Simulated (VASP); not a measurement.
The input files of a VASP run:

File POSCAR:
```
Mg2Ge
1
    0.0000000000     2.9593258960     2.9593258960
    2.9593258960     0.0000000000     2.9593258960
    2.9593258960     2.9593258960     0.0000000000
Mg Ge
2 1
Direct
  0.2500000000   0.2500000000   0.2500000000
  0.7500000000   0.7500000000   0.7500000000
  0.0000000000   0.0000000000   0.0000000000
```

### INCAR
```
SYSTEM  =  Mg2Ge
PREC  =  Accurate; ENCUT  =  500; LREAL  =  .False.
LASPH  =  .True.
EDIFF  =  1E-6; NELM  =  100; ALGO  =  Normal
LMAXMIX  =  4
ISMEAR  =  1; SIGMA  =  0.1
GGA  =  PE
IBRION  =  2; NSW  =  40; ISIF  =  3
EDIFFG  =  -0.02; PSTRESS  =  300
LWAVE  =  .False.; LCHARG  =  .False.
```

**KPOINTS**
```
Automatic mesh
0
Gamma
9 9 9
0 0 0
```

POTCAR, in this order: Mg Ge_d (PBE.64 set). Program: vasp_std.

Problem. Translate this PBE calculation to Quantum ESPRESSO's pw.x.

Solution. One equivalent input (not run):
```
&CONTROL
  calculation = 'vc-relax'
  pseudo_dir = './pseudo'
  outdir = './out'
  tprnfor = .true.
  tstress = .true.
  nstep = 40
  forc_conv_thr = 0.00078
/
&SYSTEM
  ibrav = 0
  nat = 3
  ntyp = 2
  ecutwfc = 84
  occupations = 'smearing'
  smearing = 'methfessel-paxton'
  degauss = 0.00735
  input_dft = 'pbe'
/
&ELECTRONS
  conv_thr = 7.3e-08
  electron_maxstep = 100
/
&IONS
/
&CELL
  press = 300
/
ATOMIC_SPECIES
  Mg 24.305 Mg.upf
  Ge 72.630 Ge.upf
CELL_PARAMETERS angstrom
     0.0000000    2.9593259    2.9593259
     2.9593259    0.0000000    2.9593259
     2.9593259    2.9593259    0.0000000
ATOMIC_POSITIONS crystal
  Mg   0.2500000  0.2500000  0.2500000
  Mg   0.7500000  0.7500000  0.7500000
  Ge   0.0000000  0.0000000  0.0000000
K_POINTS automatic
  9 9 9 0 0 0
```
Limits of the translation: the potentials are each code's own (VASP's PAW set, PseudoDojo norm-conserving files in pw.x), so ENCUT and ecutwfc are chosen apart and not converted; conv_thr bounds pw.x's estimated SCF error, while EDIFF bounds the energy change between steps; forc_conv_thr acts on force components and is met together with etot_conv_thr.

The compound is Mg2Ge in the antifluorite structure. This run relaxes it under an external pressure of 30 GPa. Symmetry was kept, so distortions that lower it aren't found.
